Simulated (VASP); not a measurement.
```xyz
2
Lattice="0.0000 2.6868 2.6868 2.6868 0.0000 2.6868 2.6868 2.6868 0.0000" Properties=species:S:1:pos:R:3 pbc="T T T"
S      1.3434     1.3434     1.3434
Ti     0.0000     0.0000     0.0000
```

Method: PBEsol GGA, VASP's PBE PAW potentials (set 64) (plane waves; VASP). Settings: 480 eV cut-off, 12×12×12 Γ-centred mesh, first-order Methfessel-Paxton smearing of 0.10 eV, potentials S Ti_sv.

Question: What does the run give for the energy per atom (σ→0), band gap (on the k-mesh) with the smallest direct gap where there is one?

Answer: 
```json
{
  "band gap (on the k-mesh)": "none (metal, semimetal or under 0.01 eV)",
  "energy per atom (σ→0)": "-7.348 eV/atom"
}
```

The absolute energy has meaning only against runs of the same code, potentials and settings.

The structure was generated: TiS was put into the zincblende type (F-43m), which need not be its known phase. It was relaxed first, which changed the volume by -20 %.
